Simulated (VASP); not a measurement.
Input:

```
CELL_PARAMETERS angstrom
      1.79500    -3.10903     0.00000
      1.79500     3.10903     0.00000
      0.00000     0.00000     5.65000
ATOMIC_POSITIONS crystal
  Dy 0.33333 0.66667 0.25000
  Dy 0.66667 0.33333 0.75000
```

Calculation: optB88-vdW, VASP's PBE PAW potentials (set 64) (plane waves; VASP 6.6.1). Settings: 520 eV cut-off, 11×11×6 Γ-centred mesh, first-order Methfessel-Paxton smearing of 0.10 eV, potentials Dy_3.

The 4f electrons are frozen in the core of the lanthanide potential, so 4f levels, which can set the real gap, and their magnetism are missing. Energy and stress use the plane-wave basis of the starting cell.

Problem. The ions, cell shape and volume are relaxed. What does this cell relax into?

Solution. 
```
CELL_PARAMETERS angstrom
      1.79119    -3.10244     0.00000
      1.79119     3.10244     0.00000
      0.00000     0.00000     5.54689
ATOMIC_POSITIONS crystal
  Dy 0.33333 0.66667 0.25000
  Dy 0.66667 0.33333 0.75000
```
Space group P6_3/mmc (194), at a tolerance of 0.03 Å.

Problem. How do energy and volume change from the first to the last step?

Solution. The energy (σ→0) changes by -3.2 meV/atom and the volume by -2.2 %, in 6 ionic steps.

The compound is Dy in the hcp structure. This run relaxes it. Symmetry was kept, so distortions that lower it aren't found.
